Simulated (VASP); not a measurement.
Nb2SiO2:

```
Nb Si O
1.0
     3.10980   -0.02874    0.05224
    -1.57979    2.60264   -0.09415
     0.32672   -0.49128   18.75416
Nb Si O
4 2 4
Direct
  0.60768 0.30724 0.35676
  0.26954 0.66903 0.64673
  0.80318 0.37221 0.15123
  0.41594 0.62381 0.85447
  0.32510 0.65311 0.23481
  0.67008 0.42609 0.75760
  0.28177 0.64014 0.42117
  0.78634 0.29736 0.59073
  0.39400 0.74681 0.08038
  0.75175 0.33658 0.92171
```

The cell was built by a generator and needn't be a form met in nature.

| Property | Result |
| --- | --- |
| Program | VASP 6.6.1 |
| Task | relaxation of cell and atoms |
| Functional | PBE |
| Potentials or basis | VASP PAW PBE potentials, release 64 (Nb_sv, Si, O) |
| Cutoff | 520 eV |
| k mesh | 7 × 7 × 2 |
| Occupations | gaussian, width 0.15 eV |
| Spin | no spin polarisation |

At the start: pressure 12.9 GPa; volume 15.08 Å³/atom.

Problem. How do energy, volume and symmetry change on relaxing?

Solution. Over 38 steps the energy falls by 538.5 meV/atom and the volume is 14.97 Å³/atom (-0.7 %); space group P-1 (No. 2, to 0.05 Å).

Step by step:
```csv
step,energy change (eV),largest force (eV/Å),pressure (GPa),volume (Å³)
1,0.0000,11.4038,12.87,150.79
2,0.4184,6.7180,-8.41,177.73
3,-3.9809,3.5879,-7.59,160.97
4,-4.0520,3.3553,-6.89,160.08
5,-4.0897,2.9708,-5.67,158.76
6,-4.5728,2.0887,8.05,149.22
7,-4.4813,1.2960,3.53,151.91
8,-5.0232,0.8826,-0.84,153.74
9,-5.0262,0.8955,-1.03,153.81
10,-5.1376,0.6405,-0.79,152.24
11,-5.1903,0.9594,-0.22,150.46
12,-5.2660,0.4418,1.56,149.04
13,-5.2741,0.3549,2.47,148.39
14,-5.3008,0.4196,-1.29,151.30
15,-5.3048,0.3271,-0.35,150.51
16,-5.3228,0.2012,-0.30,150.56
17,-5.3297,0.3309,-0.21,150.61
18,-5.3434,0.2353,-0.11,150.38
19,-5.3539,0.2445,0.10,149.99
20,-5.3634,0.1884,-0.15,150.04
21,-5.3674,0.3132,-0.38,150.09
22,-5.3735,0.1197,0.46,149.54
23,-5.3736,0.1248,0.58,149.45
24,-5.3772,0.1558,-0.09,149.95
25,-5.3772,0.1586,-0.12,149.97
26,-5.3797,0.0755,-0.20,149.99
27,-5.3808,0.0760,-0.27,150.01
28,-5.3806,0.1886,-0.39,150.04
29,-5.3811,0.1018,-0.32,150.02
30,-5.3821,0.0851,0.48,149.41
31,-5.3823,0.0800,0.25,149.59
32,-5.3834,0.0641,0.08,149.67
33,-5.3834,0.0702,0.06,149.68
34,-5.3840,0.0394,-0.14,149.83
35,-5.3840,0.0409,-0.14,149.83
36,-5.3842,0.0550,0.15,149.65
37,-5.3843,0.0451,0.06,149.70
38,-5.3845,0.0299,0.03,149.71
```

Final structure:
```xyz
10
Lattice="2.9728 0.1305 0.0257 -1.3819 2.6198 -0.0016 0.1559 0.1147 18.7898" Properties=species:S:1:pos:R:3 pbc="T T T"
Nb    1.6517    0.9719    6.7201
Nb    0.2593    1.9397   12.1547
Nb    1.6860    0.9903    2.6746
Nb    0.2198    1.9186   16.1978
Si    0.0694    1.8900    4.6870
Si    1.8458    1.0213   14.1872
O     0.0766    1.8543    7.8255
O     1.8327    1.0605   11.0508
O     0.1271    1.8821    1.5510
O     1.7759    1.0276   17.3221
```
